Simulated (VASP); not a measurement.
A run of VASP 6.6.1 is set up as follows.

The input INCAR:

```
ALGO     = Normal         # electronic algorithm
EDIFF    = 1E-7           # SCF threshold, eV
EDIFFG   = -0.005         # ionic threshold
ENCUT    = 600            # plane-wave cutoff, eV
IBRION   = 2              # ionic algorithm
ISIF     = 3              # what is computed and relaxed
ISMEAR   = 0              # smearing method
LASPH    = True           # aspherical terms in the spheres
LCHARG   = False          # write CHGCAR
LREAL    = False          # projectors in reciprocal space
LWAVE    = False          # write WAVECAR
NELM     = 80             # most SCF steps
NSW      = 90             # ionic steps
PREC     = Accurate       # precision mode
SIGMA    = 0.03           # smearing width, eV
```

Contents of KPOINTS:

```
k-points
0
Gamma
  10 10 10
```

File POSCAR:

```
GaSb                                    
1.0
   -0.0000000000      3.0276660344      3.0276660344
    3.0276660344     -0.0000000000      3.0276660344
    3.0276660344      3.0276660344     -0.0000000000
  Ga              Sb            
     1     1
Direct
     0.0000000000000000    0.0000000000000000    0.0000000000000000
     0.2500000000000000    0.2500000000000000    0.2500000000000000
```

Potentials or basis: VASP PAW LDA potentials, release 64 (Ga_d, Sb).

Launch:

```sh
$ cat potpaw_LDA.64/Ga_d/POTCAR potpaw_LDA.64/Sb/POTCAR > POTCAR
$ mpirun -np 1 vasp_std > vasp.out
```

Question: What does it give for the band gap on the k mesh?

Answer: 0.10 eV, direct.

Final structure:
```xyz
2
Lattice="0.0000 3.0277 3.0277 3.0277 0.0000 3.0277 3.0277 3.0277 0.0000" Properties=species:S:1:pos:R:3 pbc="T T T"
Ga    0.0000    0.0000    0.0000
Sb    1.5138    1.5138    1.5138
```

Caveat: the relaxation stopped at its first step, so nothing moved; spin-orbit coupling is left out, which moves the levels of the heavy elements. A k mesh can miss the band edges.
